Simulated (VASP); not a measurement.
Crystal: TiBrF3.

```
Ti Br F
1.0
    -1.96700    1.96700    6.01400
     1.96700   -1.96700    6.01400
     1.96700    1.96700   -6.01400
Ti Br F
1 1 3
Cartesian
  0.0000 0.0000 0.0520
  0.0000 0.0000 2.4310
  0.0000 0.0000 10.2850
  0.0000 1.9670 6.0040
  1.9670 0.0000 6.0040
```

The cell was built by a generator and needn't be a form met in nature.

* Program: VASP 6.6.1
* Task: relaxation of cell and atoms
* Functional: PBE
* Potentials or basis: VASP PAW PBE potentials, release 64 (Ti_sv, Br, F)
* Cutoff: 520 eV
* k mesh: 10 × 10 × 10
* Occupations: gaussian, width 0.03 eV
* Spin: no spin polarisation

At the start: pressure 0.8 GPa; volume 18.61 Å³/atom.

Task: Where does the relaxation end?

Result: Over 26 steps the energy falls by 6.4 meV/atom and the volume is 19.86 Å³/atom (+6.7 %); space group I4mm (No. 107, to 0.05 Å).

Step by step:
```
step  energy change (eV)  largest force (eV/Å)  pressure (GPa)  volume (Å³)
   1              0.0000                0.0749            0.84        93.07
   2             -0.0019                0.3950           -0.49        94.39
   3             -0.0031                0.2210            0.00        93.88
   4             -0.0074                0.2185           -0.15        94.58
   5             -0.0097                0.3000           -0.35        95.55
   6             -0.0121                0.2554           -0.34        95.76
   7             -0.0180                0.1234           -0.33        96.39
   8             -0.0227                0.2337           -0.26        97.65
   9             -0.0265                0.1147            0.08        97.82
  10             -0.0271                0.2544            0.53        98.04
  11             -0.0274                0.1771            0.36        97.96
  12             -0.0295                0.1546            0.05        98.55
  13             -0.0295                0.1788           -0.01        98.65
  14             -0.0315                0.0538            0.03        99.09
  15             -0.0317                0.0389            0.06        99.40
  16             -0.0318                0.0315            0.03        99.33
  17             -0.0318                0.0311            0.03        99.31
  18             -0.0318                0.0196           -0.02        99.35
  19             -0.0318                0.0142           -0.02        99.34
  20             -0.0318                0.0130           -0.02        99.34
  21             -0.0318                0.0159            0.01        99.32
  22             -0.0318                0.0268            0.02        99.31
  23             -0.0318                0.0199            0.01        99.31
  24             -0.0318                0.0172            0.00        99.32
  25             -0.0318                0.0120           -0.01        99.31
  26             -0.0318                0.0058           -0.04        99.29
```

Final structure:
```
Ti Br F
1.0
    -1.96661    1.96661    6.41837
     1.96661   -1.96661    6.41837
     1.96661    1.96661   -6.41837
Ti Br F
1 1 3
Direct
  0.00426 0.00426 0.00000
  0.19014 0.19014 0.00000
  0.86412 0.86412 0.00000
  0.00067 0.50067 0.50000
  0.50067 0.00067 0.50000
```
